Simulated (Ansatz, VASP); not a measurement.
**CuH8C6N2Cl2 (CuH8C6N2Cl2 (C2/m)) in two plane-wave programs**

One calculation is typed for both programs; each brings its own data sets. How far apart do they land? The structure shown is the start of the Ansatz relaxation below; VASP solves that cell, so the two are compared at the walk's first step.

Method: plane waves, with VASP 6.6.1 beside it; single point at LDA, in Ansatz 0.2.0.

**1. The structure**

The cell holds 152 atoms: 8 Cu, 64 H, 48 C, 16 N and 16 Cl. Its edges and angles: a = 12.819 Å, b = 13.806 Å, c = 9.576 Å, α = 90.0°, β = 106.0°, γ = 90.0°. It derives from CuH8C6N2Cl2 (C2/m), repeated 1×2×1. As first built, before any earlier steps moved the atoms (in the runner's words): CuH8C6N2Cl2, space group C2/m, measured structure (Crystallography Open Database), 1 x 2 x 1 conventional cells; every coordinate displaced by a Gaussian of 0.02 A; bonds to H set to neutron lengths (C-H 1.089, N-H 1.015, O-H 0.983, B-H 1.19 A) where the measured ones are shorter.

**2. Ansatz: relaxation, LDA**

Ansatz runs on its default PAW (the set named soft_2) files.

The two programs are compared at the cell with which this relaxation starts, whose forces are those of its first step.

input.yaml

```yaml
crystal:
  lattice:
    - [12.8193, 0.0, 0.0]
    - [0.0, 13.8062, 0.0]
    - [-2.63658, 0.0, 9.20577]
  atoms:
    - { symbol: Cu, position: [0.95915, 0.24903, 0.66231] }
    - { symbol: Cu, position: [0.04019, 0.25139, 0.33825] }
    - { symbol: Cu, position: [0.4624, 0.99987, 0.66205] }
    - { symbol: Cu, position: [0.54306, 0.9974, 0.33635] }
    - { symbol: H, position: [0.83231, 0.40868, 0.48368] }
    - { symbol: H, position: [0.16466, 0.41239, 0.51433] }
    - { symbol: H, position: [0.33277, 0.16216, 0.48461] }
    - { symbol: H, position: [0.66841, 0.16203, 0.51172] }
    - { symbol: H, position: [0.16828, 0.08664, 0.51801] }
    - { symbol: H, position: [0.83135, 0.08981, 0.48592] }
    - { symbol: H, position: [0.66604, 0.33741, 0.51537] }
    - { symbol: H, position: [0.33153, 0.33965, 0.48647] }
    - { symbol: H, position: [0.57004, 0.07224, 0.91524] }
    - { symbol: H, position: [0.42799, 0.07466, 0.08418] }
    - { symbol: H, position: [0.06958, 0.3222, 0.91182] }
    - { symbol: H, position: [0.93099, 0.32366, 0.08393] }
    - { symbol: H, position: [0.42984, 0.42857, 0.08518] }
    - { symbol: H, position: [0.57054, 0.42841, 0.91481] }
    - { symbol: H, position: [0.92974, 0.17912, 0.08742] }
    - { symbol: H, position: [0.07066, 0.17994, 0.91139] }
    - { symbol: H, position: [0.61756, 0.18079, 0.00845] }
    - { symbol: H, position: [0.38152, 0.18316, 0.99561] }
    - { symbol: H, position: [0.11924, 0.43183, 0.00867] }
    - { symbol: H, position: [0.88118, 0.43178, 0.99519] }
    - { symbol: H, position: [0.38017, 0.31654, 0.99337] }
    - { symbol: H, position: [0.6186, 0.31859, 0.00589] }
    - { symbol: H, position: [0.87979, 0.0708, 0.99448] }
    - { symbol: H, position: [0.12016, 0.06378, 0.00604] }
    - { symbol: H, position: [0.68149, 0.1322, 0.87864] }
    - { symbol: H, position: [0.31872, 0.13508, 0.12419] }
    - { symbol: H, position: [0.18277, 0.38207, 0.87972] }
    - { symbol: H, position: [0.81456, 0.38124, 0.12094] }
    - { symbol: H, position: [0.31653, 0.3662, 0.12113] }
    - { symbol: H, position: [0.68685, 0.36664, 0.88101] }
    - { symbol: H, position: [0.81748, 0.11658, 0.12101] }
    - { symbol: H, position: [0.18216, 0.1176, 0.87568] }
    - { symbol: C, position: [0.53012, 0.2002, 0.78172] }
    - { symbol: C, position: [0.47026, 0.1942, 0.21788] }
    - { symbol: C, position: [0.03025, 0.45114, 0.78577] }
    - { symbol: C, position: [0.96908, 0.44701, 0.21647] }
    - { symbol: C, position: [0.46941, 0.30347, 0.21592] }
    - { symbol: C, position: [0.52878, 0.30126, 0.78539] }
    - { symbol: C, position: [0.96918, 0.04975, 0.21094] }
    - { symbol: C, position: [0.02811, 0.05243, 0.78067] }
    - { symbol: C, position: [0.89286, 0.44936, 0.57149] }
    - { symbol: C, position: [0.10742, 0.44855, 0.42948] }
    - { symbol: C, position: [0.39153, 0.19992, 0.57461] }
    - { symbol: C, position: [0.60786, 0.20119, 0.42566] }
    - { symbol: C, position: [0.10703, 0.05068, 0.42419] }
    - { symbol: C, position: [0.88676, 0.04855, 0.57339] }
    - { symbol: C, position: [0.60821, 0.29811, 0.4288] }
    - { symbol: C, position: [0.38851, 0.3008, 0.5711] }
    - { symbol: C, position: [0.60616, 0.14166, 0.90851] }
    - { symbol: C, position: [0.39395, 0.14194, 0.09622] }
    - { symbol: C, position: [0.10841, 0.39305, 0.90234] }
    - { symbol: C, position: [0.89472, 0.3958, 0.09835] }
    - { symbol: C, position: [0.39366, 0.35788, 0.0957] }
    - { symbol: C, position: [0.60553, 0.3558, 0.90555] }
    - { symbol: C, position: [0.89496, 0.10785, 0.09734] }
    - { symbol: C, position: [0.10649, 0.11007, 0.90443] }
    - { symbol: "N", position: [0.9628, 0.39828, 0.67946] }
    - { symbol: "N", position: [0.03766, 0.40139, 0.3241] }
    - { symbol: "N", position: [0.46017, 0.14838, 0.67773] }
    - { symbol: "N", position: [0.53844, 0.15014, 0.32573] }
    - { symbol: "N", position: [0.03735, 0.09899, 0.3248] }
    - { symbol: "N", position: [0.96033, 0.09745, 0.67789] }
    - { symbol: "N", position: [0.53736, 0.35404, 0.32179] }
    - { symbol: "N", position: [0.45977, 0.34732, 0.6788] }
    - { symbol: Cl, position: [0.87313, 0.24918, 0.37963] }
    - { symbol: Cl, position: [0.12884, 0.24958, 0.62078] }
    - { symbol: Cl, position: [0.37209, 0.99875, 0.37927] }
    - { symbol: Cl, position: [0.62833, 0.00231, 0.62189] }
    - { symbol: Cl, position: [0.82115, 0.24953, 0.75971] }
    - { symbol: Cl, position: [0.18034, 0.24934, 0.24084] }
    - { symbol: Cl, position: [0.31923, 0.99925, 0.75885] }
    - { symbol: Cl, position: [0.68704, 0.99886, 0.24474] }
    - { symbol: Cu, position: [0.95889, 0.74849, 0.66332] }
    - { symbol: Cu, position: [0.04233, 0.74844, 0.33337] }
    - { symbol: Cu, position: [0.46092, 0.50201, 0.6652] }
    - { symbol: Cu, position: [0.54041, 0.4992, 0.337] }
    - { symbol: H, position: [0.83305, 0.91084, 0.48369] }
    - { symbol: H, position: [0.16616, 0.9101, 0.51765] }
    - { symbol: H, position: [0.33366, 0.65999, 0.48707] }
    - { symbol: H, position: [0.66902, 0.66058, 0.51464] }
    - { symbol: H, position: [0.16865, 0.58752, 0.51502] }
    - { symbol: H, position: [0.83368, 0.58881, 0.48589] }
    - { symbol: H, position: [0.6664, 0.83845, 0.51059] }
    - { symbol: H, position: [0.33334, 0.83855, 0.48461] }
    - { symbol: H, position: [0.57174, 0.57396, 0.91322] }
    - { symbol: H, position: [0.42884, 0.56995, 0.0836] }
    - { symbol: H, position: [0.07125, 0.82108, 0.91418] }
    - { symbol: H, position: [0.93007, 0.81988, 0.08769] }
    - { symbol: H, position: [0.42961, 0.9268, 0.08795] }
    - { symbol: H, position: [0.57105, 0.93019, 0.91341] }
    - { symbol: H, position: [0.92837, 0.6775, 0.08611] }
    - { symbol: H, position: [0.07222, 0.67719, 0.91014] }
    - { symbol: H, position: [0.61851, 0.68269, 0.00706] }
    - { symbol: H, position: [0.38475, 0.68304, 0.99534] }
    - { symbol: H, position: [0.12139, 0.93123, 0.00553] }
    - { symbol: H, position: [0.8809, 0.93051, 0.99039] }
    - { symbol: H, position: [0.38204, 0.81653, 0.99514] }
    - { symbol: H, position: [0.61928, 0.82016, 0.0023] }
    - { symbol: H, position: [0.88197, 0.56879, 0.99242] }
    - { symbol: H, position: [0.1176, 0.56783, 0.00496] }
    - { symbol: H, position: [0.68365, 0.63223, 0.87883] }
    - { symbol: H, position: [0.31632, 0.63423, 0.11922] }
    - { symbol: H, position: [0.18296, 0.88305, 0.88033] }
    - { symbol: H, position: [0.81628, 0.88403, 0.12235] }
    - { symbol: H, position: [0.3172, 0.86545, 0.12029] }
    - { symbol: H, position: [0.68109, 0.86712, 0.87423] }
    - { symbol: H, position: [0.81532, 0.61572, 0.11988] }
    - { symbol: H, position: [0.1853, 0.61527, 0.87665] }
    - { symbol: C, position: [0.53347, 0.69994, 0.78396] }
    - { symbol: C, position: [0.46953, 0.6992, 0.21642] }
    - { symbol: C, position: [0.02961, 0.94652, 0.7787] }
    - { symbol: C, position: [0.97114, 0.95233, 0.21555] }
    - { symbol: C, position: [0.47023, 0.80307, 0.21085] }
    - { symbol: C, position: [0.53018, 0.80219, 0.7852] }
    - { symbol: C, position: [0.97221, 0.55375, 0.21815] }
    - { symbol: C, position: [0.0298, 0.55078, 0.78215] }
    - { symbol: C, position: [0.89013, 0.94949, 0.57543] }
    - { symbol: C, position: [0.11055, 0.94822, 0.43167] }
    - { symbol: C, position: [0.38919, 0.70086, 0.57052] }
    - { symbol: C, position: [0.61165, 0.70007, 0.43005] }
    - { symbol: C, position: [0.11064, 0.54961, 0.42873] }
    - { symbol: C, position: [0.88913, 0.55023, 0.5722] }
    - { symbol: C, position: [0.60889, 0.79786, 0.42765] }
    - { symbol: C, position: [0.39197, 0.80174, 0.56933] }
    - { symbol: C, position: [0.60636, 0.64462, 0.90173] }
    - { symbol: C, position: [0.39469, 0.64364, 0.09316] }
    - { symbol: C, position: [0.1047, 0.89067, 0.90468] }
    - { symbol: C, position: [0.8959, 0.88894, 0.09988] }
    - { symbol: C, position: [0.39674, 0.85612, 0.0944] }
    - { symbol: C, position: [0.60273, 0.85665, 0.90557] }
    - { symbol: C, position: [0.89258, 0.60618, 0.09538] }
    - { symbol: C, position: [0.10465, 0.6063, 0.90117] }
    - { symbol: "N", position: [0.96273, 0.90106, 0.67496] }
    - { symbol: "N", position: [0.03652, 0.8988, 0.32675] }
    - { symbol: "N", position: [0.46363, 0.64869, 0.67545] }
    - { symbol: "N", position: [0.53421, 0.6476, 0.32311] }
    - { symbol: "N", position: [0.03938, 0.60218, 0.32194] }
    - { symbol: "N", position: [0.96227, 0.60177, 0.67612] }
    - { symbol: "N", position: [0.53749, 0.85226, 0.32184] }
    - { symbol: "N", position: [0.46329, 0.84945, 0.67728] }
    - { symbol: Cl, position: [0.87237, 0.74906, 0.37998] }
    - { symbol: Cl, position: [0.12745, 0.75033, 0.62076] }
    - { symbol: Cl, position: [0.37205, 0.49999, 0.37788] }
    - { symbol: Cl, position: [0.62543, 0.50118, 0.62115] }
    - { symbol: Cl, position: [0.81815, 0.74942, 0.76326] }
    - { symbol: Cl, position: [0.18222, 0.7505, 0.23614] }
    - { symbol: Cl, position: [0.32185, 0.49647, 0.76322] }
    - { symbol: Cl, position: [0.68091, 0.5026, 0.23773] }
kpoints:
  mp_grid: { grid: [1, 1, 2] }
hamiltonian:
  xc: lda
scf:
  occupations: { method: gaussian, width: 0.05 }
output:
  forces: true
relax:
  f_tol: 0.05
  max_steps: 150
  cell: {}
```

Run with:

```
$ ansatz run input.yaml --threads 4 --pin off --max-ram 15872MiB --backend cpu --events-out ev --progress --plain --runs-dir out
```

Numbers of over 12 decimals in the logs are rounded to 6 here.

Log:

```text
Engine: ansatz 0.2.0, aarch64-unknown-linux-gnu
Pseudopotentials: kind: paw
Pseudopotential: Cu, paw, valence charge 19, recommended cutoff 420 eV (normal), Cu.paw.azcp
Pseudopotential: H, paw, valence charge 1, recommended cutoff 420 eV (normal), H.paw.azcp
Pseudopotential: C, paw, valence charge 4, recommended cutoff 420 eV (normal), C.paw.azcp
Pseudopotential: N, paw, valence charge 5, recommended cutoff 420 eV (normal), N.paw.azcp
Pseudopotential: Cl, paw, valence charge 7, recommended cutoff 420 eV (normal), Cl.paw.azcp
Functional definition: SPW92
  exchange = slater_x
  correlation = pw_c
Crystal: 152 atoms, lattice volume = 1629.291 Å³
Basis set: ecut = 420 eV, 31805 PW (Γ)
Bands: 452, of which v1, the nominal top of the filled ones, is band 300 counted from 1 (299 counted from 0)
Symmetry: 1 space group operations
Space group: P1 (ITA 1), of the structure as read, at distance tolerance 1.2e-4 Å
k-points: 2
Non-local potential: Cu, projectors of the file, l = 0: 3, l = 1: 2, l = 2: 3, l = 3: 1
Non-local potential: H, projectors of the file, l = 0: 2, l = 1: 1
Non-local potential: C, projectors of the file, l = 0: 2, l = 1: 2, l = 2: 1
Non-local potential: N, projectors of the file, l = 0: 2, l = 1: 2, l = 2: 1
Non-local potential: Cl, projectors of the file, l = 0: 2, l = 1: 2, l = 2: 2
PAW form: soft (Blöchl's): semilocal exchange-correlation on the pseudo side does not see the compensation charge
PAW frozen core: Cu, regenerated for the run's functional, and the local potential with it (the file was generated under x = pbe(κ = 0.804, μ = 0.219515), c = pbe(β = 0.066725))
PAW frozen core: C, regenerated for the run's functional, and the local potential with it (the file was generated under x = pbe(κ = 0.804, μ = 0.219515), c = pbe(β = 0.066725))
PAW frozen core: N, regenerated for the run's functional, and the local potential with it (the file was generated under x = pbe(κ = 0.804, μ = 0.219515), c = pbe(β = 0.066725))
PAW frozen core: Cl, regenerated for the run's functional, and the local potential with it (the file was generated under x = pbe(κ = 0.804, μ = 0.219515), c = pbe(β = 0.066725))
PAW one-centre angular grid: Cu, 590 points (default); XC on 64 Gauss nodes
PAW one-centre angular grid: H, 110 points (default); XC on 64 Gauss nodes
PAW one-centre angular grid: C, 110 points (default); XC on 64 Gauss nodes
PAW one-centre angular grid: N, 110 points (default); XC on 64 Gauss nodes
PAW one-centre angular grid: Cl, 110 points (default); XC on 64 Gauss nodes
Initial density: superposition of atomic densities (neutral atoms: chi_scale 0, normalization atom), corrected by the library's trained network
Initial wavefunctions: pseudopotential atomic-orbital guess
Functional: x = slater, c = lda
SCF iter   1: F=—  HF=-87811.162334 eV  |F-HF|=—  |Δ(HF+E_count)|=         —  Δρ=1.18e-2  dr2=1.77e0  ethr=1.77e-3  ⟨swp⟩=5.0  Hψ=3554  notcnv=0  defer=236
preconditioner: auto → LDOS  [insulator: Δε(μ)=0.053 eV  Ē_g=13.773 eV  σ=0.050 eV  W_gap=0.53  n_scr=338 (ndim 8)  ℏωp=21.3 eV  f_vac=0.112  D(μ)=38.21/eV (n_scr^D=246)  ε∞_Penn≈3.4  β→1.0]
SCF iter   2: F=—  HF=-87810.933835 eV  |F-HF|=—  |Δ(HF+E_count)|=   2.28e-1  Δρ=8.25e-3  dr2=8.44e-1  ethr=2.94e-4  ⟨swp⟩=2.0  Hψ=1652  notcnv=0  defer=280
SCF iter   3: F=—  HF=-87810.743077 eV  |F-HF|=—  |Δ(HF+E_count)|=   1.91e-1  Δρ=4.43e-3  dr2=2.53e-1  ethr=1.41e-4  ⟨swp⟩=2.0  Hψ=1248  notcnv=0  defer=280
SCF iter   4: F=—  HF=-87810.703446 eV  |F-HF|=—  |Δ(HF+E_count)|=   3.96e-2  Δρ=2.17e-3  dr2=7.73e-2  ethr=4.22e-5  ⟨swp⟩=2.0  Hψ=808  notcnv=0  defer=280
SCF iter   5: F=—  HF=-87810.691471 eV  |F-HF|=—  |Δ(HF+E_count)|=   1.20e-2  Δρ=1.50e-3  dr2=3.82e-2  ethr=1.29e-5  ⟨swp⟩=1.0  Hψ=1040  notcnv=0  defer=280
SCF iter   6: F=—  HF=-87810.686892 eV  |F-HF|=—  |Δ(HF+E_count)|=   4.58e-3  Δρ=8.49e-4  dr2=1.08e-2  ethr=6.37e-6  ⟨swp⟩=2.0  Hψ=633  notcnv=0  defer=280
SCF iter   7: F=—  HF=-87810.685720 eV  |F-HF|=—  |Δ(HF+E_count)|=   1.17e-3  Δρ=4.33e-4  dr2=2.84e-3  ethr=1.80e-6  ⟨swp⟩=2.0  Hψ=801  notcnv=0  defer=280
SCF iter   8: F=—  HF=-87810.685557 eV  |F-HF|=—  |Δ(HF+E_count)|=   1.63e-4  Δρ=3.12e-4  dr2=1.42e-3  ethr=4.73e-7  ⟨swp⟩=2.0  Hψ=669  notcnv=0  defer=280
SCF iter   9: F=—  HF=-87810.685475 eV  |F-HF|=—  |Δ(HF+E_count)|=   8.12e-5  Δρ=2.58e-4  dr2=8.43e-4  ethr=2.37e-7  ⟨swp⟩=1.5  Hψ=627  notcnv=0  defer=280
SCF iter  10: F=—  HF=-87810.685379 eV  |F-HF|=—  |Δ(HF+E_count)|=   9.68e-5  Δρ=1.44e-4  dr2=2.84e-4  ethr=1.41e-7  ⟨swp⟩=1.5  Hψ=625  notcnv=0  defer=280
SCF iter  11: F=—  HF=-87810.685334 eV  |F-HF|=—  |Δ(HF+E_count)|=   4.51e-5  Δρ=9.42e-5  dr2=1.16e-4  ethr=4.74e-8  ⟨swp⟩=2.0  Hψ=812  notcnv=0  defer=280
SCF iter  12: F=—  HF=-87810.685425 eV  |F-HF|=—  |Δ(HF+E_count)|=   9.16e-5  Δρ=4.76e-5  dr2=3.27e-5  ethr=1.94e-8  ⟨swp⟩=2.0  Hψ=1070  notcnv=0  defer=280
[...]
- { symbol: C, position: [0.116517, 0.451022, 0.440282] }
    - { symbol: C, position: [0.385345, 0.195355, 0.556770] }
    - { symbol: C, position: [0.617605, 0.197634, 0.441153] }
    - { symbol: C, position: [0.114920, 0.054379, 0.442937] }
    - { symbol: C, position: [0.882623, 0.052079, 0.558773] }
    - { symbol: C, position: [0.617196, 0.300197, 0.442404] }
    - { symbol: C, position: [0.384686, 0.297974, 0.557086] }
    - { symbol: C, position: [0.596800, 0.137256, 0.905459] }
    - { symbol: C, position: [0.392410, 0.141644, 0.100153] }
    - { symbol: C, position: [0.094768, 0.392290, 0.906016] }
    - { symbol: C, position: [0.890626, 0.395534, 0.099590] }
    - { symbol: C, position: [0.398817, 0.356406, 0.097802] }
    - { symbol: C, position: [0.596617, 0.359953, 0.904766] }
    - { symbol: C, position: [0.903687, 0.112249, 0.093870] }
    - { symbol: C, position: [0.108049, 0.108103, 0.899603] }
    - { symbol: N, position: [0.951880, 0.398360, 0.666644] }
    - { symbol: N, position: [0.043188, 0.399631, 0.332853] }
    - { symbol: N, position: [0.455680, 0.145274, 0.666803] }
    - { symbol: N, position: [0.545213, 0.146301, 0.332842] }
    - { symbol: N, position: [0.044693, 0.104441, 0.332765] }
    - { symbol: N, position: [0.955096, 0.103448, 0.666966] }
    - { symbol: N, position: [0.545499, 0.351018, 0.334236] }
    - { symbol: N, position: [0.454747, 0.349336, 0.667071] }
    - { symbol: Cl, position: [0.864486, 0.250030, 0.372899] }
    - { symbol: Cl, position: [0.131620, 0.253934, 0.625784] }
    - { symbol: Cl, position: [0.368635, 0.995853, 0.373929] }
    - { symbol: Cl, position: [0.635861, -0.000486234, 0.626684] }
    - { symbol: Cl, position: [0.815519, 0.249425, 0.773080] }
    - { symbol: Cl, position: [0.180850, 0.252989, 0.227272] }
    - { symbol: Cl, position: [0.319564, 0.996950, 0.772599] }
    - { symbol: Cl, position: [0.684706, 1.000181, 0.226607] }
    - { symbol: Cu, position: [0.955882, 0.750869, 0.654585] }
    - { symbol: Cu, position: [0.046109, 0.752501, 0.343241] }
    - { symbol: Cu, position: [0.453977, 0.497272, 0.656866] }
    - { symbol: Cu, position: [0.544247, 0.498830, 0.345564] }
    - { symbol: H, position: [0.825859, 0.908716, 0.463885] }
    - { symbol: H, position: [0.171954, 0.911497, 0.536773] }
    - { symbol: H, position: [0.325042, 0.655105, 0.466565] }
    - { symbol: H, position: [0.672367, 0.656850, 0.536679] }
    - { symbol: H, position: [0.175095, 0.594516, 0.533374] }
    - { symbol: H, position: [0.827759, 0.592829, 0.463379] }
    - { symbol: H, position: [0.675302, 0.841047, 0.536772] }
    - { symbol: H, position: [0.325499, 0.839027, 0.466834] }
    - { symbol: H, position: [0.589878, 0.562033, 0.893994] }
    - { symbol: H, position: [0.391549, 0.562836, 0.125695] }
    - { symbol: H, position: [0.064890, 0.820227, 0.914654] }
    - { symbol: H, position: [0.951298, 0.825744, 0.071267] }
    - { symbol: H, position: [0.450002, 0.925040, 0.073765] }
    - { symbol: H, position: [0.593475, 0.935069, 0.892897] }
    - { symbol: H, position: [0.911119, 0.687935, 0.105369] }
    - { symbol: H, position: [0.109790, 0.686508, 0.873430] }
    - { symbol: H, position: [0.606485, 0.669593, 0.010841] }
    - { symbol: H, position: [0.408548, 0.651750, 0.992543] }
    - { symbol: H, position: [0.119603, 0.933388, 0.00891098] }
    - { symbol: H, position: [0.868897, 0.931668, 0.992300] }
    - { symbol: H, position: [0.380027, 0.813442, 0.990574] }
    - { symbol: H, position: [0.606643, 0.828842, 0.010548] }
    - { symbol: H, position: [0.892592, 0.579913, 0.989172] }
    - { symbol: H, position: [0.090493, 0.598999, 0.00707515] }
    - { symbol: H, position: [0.695311, 0.654698, 0.892304] }
    - { symbol: H, position: [0.304469, 0.671063, 0.089370] }
    - { symbol: H, position: [0.184523, 0.882152, 0.878523] }
    - { symbol: H, position: [0.830145, 0.860388, 0.130363] }
    - { symbol: H, position: [0.326364, 0.880055, 0.120315] }
    - { symbol: H, position: [0.696882, 0.841260, 0.893339] }
    - { symbol: H, position: [0.804903, 0.596322, 0.108741] }
    - { symbol: H, position: [0.195458, 0.577531, 0.912323] }
    - { symbol: C, position: [0.526526, 0.695487, 0.778669] }
    - { symbol: C, position: [0.474035, 0.696399, 0.221966] }
    - { symbol: C, position: [0.024384, 0.948700, 0.779165] }
    - { symbol: C, position: [0.977215, 0.949148, 0.217514] }
    - { symbol: C, position: [0.478603, 0.801532, 0.219654] }
    - { symbol: C, position: [0.527344, 0.800796, 0.778563] }
    - { symbol: C, position: [0.973513, 0.554452, 0.221243] }
    - { symbol: C, position: [0.026115, 0.553231, 0.778031] }
    - { symbol: C, position: [0.882986, 0.949515, 0.557642] }
[...]
- { symbol: C, position: [0.607467, 0.642377, 0.900369] }
    - { symbol: C, position: [0.391438, 0.642662, 0.100906] }
    - { symbol: C, position: [0.101662, 0.893539, 0.902121] }
    - { symbol: C, position: [0.903196, 0.889705, 0.095460] }
    - { symbol: C, position: [0.405370, 0.857352, 0.093949] }
    - { symbol: C, position: [0.609040, 0.854603, 0.900152] }
    - { symbol: C, position: [0.892627, 0.607735, 0.099714] }
    - { symbol: C, position: [0.108704, 0.606902, 0.899193] }
    - { symbol: N, position: [0.954713, 0.898716, 0.665816] }
    - { symbol: N, position: [0.045257, 0.900368, 0.332985] }
    - { symbol: N, position: [0.455457, 0.645286, 0.666897] }
    - { symbol: N, position: [0.542351, 0.646741, 0.335710] }
    - { symbol: N, position: [0.044657, 0.604548, 0.333080] }
    - { symbol: N, position: [0.957763, 0.602922, 0.664370] }
    - { symbol: N, position: [0.548341, 0.851288, 0.333215] }
    - { symbol: N, position: [0.456816, 0.850190, 0.666668] }
    - { symbol: Cl, position: [0.866233, 0.751124, 0.373687] }
    - { symbol: Cl, position: [0.135394, 0.753328, 0.623768] }
    - { symbol: Cl, position: [0.364673, 0.496406, 0.376131] }
    - { symbol: Cl, position: [0.633782, 0.498497, 0.626549] }
    - { symbol: Cl, position: [0.821602, 0.747890, 0.773256] }
    - { symbol: Cl, position: [0.181132, 0.753667, 0.225433] }
    - { symbol: Cl, position: [0.318614, 0.496217, 0.774070] }
    - { symbol: Cl, position: [0.678552, 0.501937, 0.226920] }
```

In the SCF lines HF is the Harris–Foulkes energy and dr2 the Hartree energy of the density residual, in eV; the loop may stop once dr2 is under the threshold and the program's other checks hold. Hψ counts applications of the Hamiltonian.

[end of part 1 of 2]

[Lines on the potential files, build, host, timing and source positions are cut from VASP's logs without a mark.]

[Logs are printed without paths, hosts, clocks, repeated set-up lines and the standing remarks that a program may print on its own settings, such as how far it seeks lower states.]

[Hosts, paths, dates, database ids (printed as entryN), source tags and the programs' standing remarks are cut or masked in the printed files.]
